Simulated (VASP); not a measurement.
Output of a VASP run:

File OSZICAR:
```
       N       E                     dE             d eps       ncg     rms          rms(c)
DAV:   1     0.770606033408E+02    0.77061E+02   -0.77950E+03   680   0.117E+03
DAV:   2    -0.308380863705E+02   -0.10790E+03   -0.97155E+02   968   0.258E+02
DAV:   3    -0.373122628875E+02   -0.64742E+01   -0.64234E+01   876   0.674E+01
DAV:   4    -0.374132610979E+02   -0.10100E+00   -0.10093E+00   828   0.937E+00
DAV:   5    -0.374152899119E+02   -0.20288E-02   -0.20285E-02   860   0.130E+00    0.109E+01
DAV:   6    -0.343847443876E+02    0.30305E+01   -0.78538E+00   800   0.228E+01    0.492E+00
DAV:   7    -0.341319003663E+02    0.25284E+00   -0.49430E-01   844   0.590E+00    0.310E+00
DAV:   8    -0.340374453309E+02    0.94455E-01   -0.36368E-01   852   0.439E+00    0.511E-01
DAV:   9    -0.340367692594E+02    0.67607E-03   -0.16737E-02   816   0.114E+00    0.189E-01
DAV:  10    -0.340406038114E+02   -0.38346E-02   -0.34419E-03   696   0.520E-01    0.543E-02
DAV:  11    -0.340409812959E+02   -0.37748E-03   -0.50206E-04   808   0.250E-01    0.302E-02
DAV:  12    -0.340409904526E+02   -0.91566E-05   -0.64224E-05   800   0.770E-02    0.671E-03
DAV:  13    -0.340409924257E+02   -0.19732E-05   -0.54233E-06   860   0.199E-02    0.201E-03
DAV:  14    -0.340409929851E+02   -0.55940E-06   -0.45538E-07   792   0.749E-03    0.781E-04
DAV:  15    -0.340409929732E+02    0.11900E-07   -0.11625E-08   624   0.133E-03
   1 F= -.34040993E+02 E0= -.34040993E+02  d E =-.340410E+02
       N       E                     dE             d eps       ncg     rms          rms(c)
DAV:   1    -0.341313144497E+02   -0.90321E-01   -0.30724E+00   680   0.155E+01    0.109E+00
DAV:   2    -0.340874101537E+02    0.43904E-01   -0.44663E-02   760   0.190E+00    0.619E-01
DAV:   3    -0.340654061344E+02    0.22004E-01   -0.45584E-02   820   0.159E+00    0.169E-01
DAV:   4    -0.340652771243E+02    0.12901E-03   -0.45876E-03   808   0.626E-01    0.974E-02
DAV:   5    -0.340649308484E+02    0.34628E-03   -0.21750E-03   840   0.384E-01    0.559E-02
DAV:   6    -0.340648920634E+02    0.38785E-04   -0.29028E-04   716   0.182E-01    0.104E-02
DAV:   7    -0.340648912182E+02    0.84524E-06   -0.90803E-06   868   0.300E-02    0.866E-03
DAV:   8    -0.340648908296E+02    0.38852E-06   -0.27530E-06   744   0.147E-02    0.280E-03
DAV:   9    -0.340648908872E+02   -0.57513E-07   -0.83941E-07   832   0.749E-03
   2 F= -.34064891E+02 E0= -.34064891E+02  d E =-.238979E-01
       N       E                     dE             d eps       ncg     rms          rms(c)
DAV:   1    -0.340651711234E+02   -0.28029E-03   -0.97945E-03   672   0.881E-01    0.618E-02
DAV:   2    -0.340650343608E+02    0.13676E-03   -0.14184E-04   772   0.106E-01    0.351E-02
DAV:   3    -0.340649668913E+02    0.67469E-04   -0.13663E-04   832   0.871E-02    0.911E-03
DAV:   4    -0.340649652512E+02    0.16401E-05   -0.11140E-05   840   0.311E-02    0.438E-03
DAV:   5    -0.340649647210E+02    0.53017E-06   -0.57432E-06   828   0.197E-02    0.352E-03
DAV:   6    -0.340649643686E+02    0.35244E-06   -0.98708E-07   748   0.998E-03    0.348E-04
DAV:   7    -0.340649643624E+02    0.61295E-08   -0.34691E-08   592   0.184E-03
   3 F= -.34064964E+02 E0= -.34064964E+02  d E =-.239714E-01
```

### OUTCAR
```
------------------------ aborting loop because EDIFF is reached ----------------------------------------
  FORCE on cell =-STRESS in cart. coord.  units (eV):
  Direction    XX          YY          ZZ          XY          YZ          ZX
  --------------------------------------------------------------------------------------
  Total        0.0290219      0.0290219      0.0314733      0.0000000     -0.0000000     -0.0000000
  in kB        0.9204318      0.9204322      0.9981787      0.0000000     -0.0000000     -0.0000000
  external PRESSURE =       0.9463476 kB  Pullay stress =       0.0000000 kB
  volume of cell :       50.52
      direct lattice vectors                 reciprocal lattice vectors
     1.260661086 -2.183529425  0.000000000     0.396617303 -0.228987068 -0.000000000
     1.260661086  2.183529425 -0.000000000     0.396617303  0.228987068  0.000000000
     0.000000000 -0.000000000  9.176082985     0.000000000  0.000000000  0.108978962
  FREE ENERGIE OF THE ION-ELECTRON SYSTEM (eV)
  ---------------------------------------------------
  free  energy   TOTEN  =       -34.0649643624 eV

  energy  without entropy=      -34.0649643624  energy(sigma->0) =      -34.06496436

 reached required accuracy - stopping structural energy minimisation
```
(Selected blocks of OUTCAR.)

POSCAR:
```
BN
1
    1.2733474043    -2.2055028007     0.0000000000
    1.2733474043     2.2055028007     0.0000000000
    0.0000000000     0.0000000000     8.9941516839
B N
2 2
Direct
  0.3333330000   0.6666670000   0.2500000000
  0.6666670000   0.3333330000   0.7500000000
  0.6666670000   0.3333330000   0.2500000000
  0.3333330000   0.6666670000   0.7500000000
```

**Question.** Write an INCAR and KPOINTS that could have produced this output.

**Answer.** Several could match; the one computed here: the input of the run itself, revPBE GGA, plane waves, VASP's PBE PAW potentials (set 64).

INCAR:
```
# general
SYSTEM  =  BN
PREC    =  Accurate
ENCUT   =  520
LREAL   =  .False.
LASPH   =  .True.

# electronic loop
EDIFF   =  1E-7
NELM    =  100
ALGO    =  Normal

# smearing
ISMEAR  =  0
SIGMA   =  0.05

# functional
GGA     =  RE

# ions
IBRION  =  2
NSW     =  30
ISIF    =  4
EDIFFG  =  -0.01

# output
LWAVE   =  .False.
LCHARG  =  .False.
```

### KPOINTS
```
Automatic mesh
0
Gamma
10 10 3
0 0 0
```

POTCAR, in this order: B N (PBE.64 set). Program: vasp_std.

Without a dispersion term in the relaxation, distances and binding between the weakly bound layers, chains or molecules are unreliable, and so is what depends on them.

The compound is BN in the hex structure. This cell is one point of a volume scan, at 1.03 of the reference volume. Symmetry was kept, so distortions that lower it aren't found.
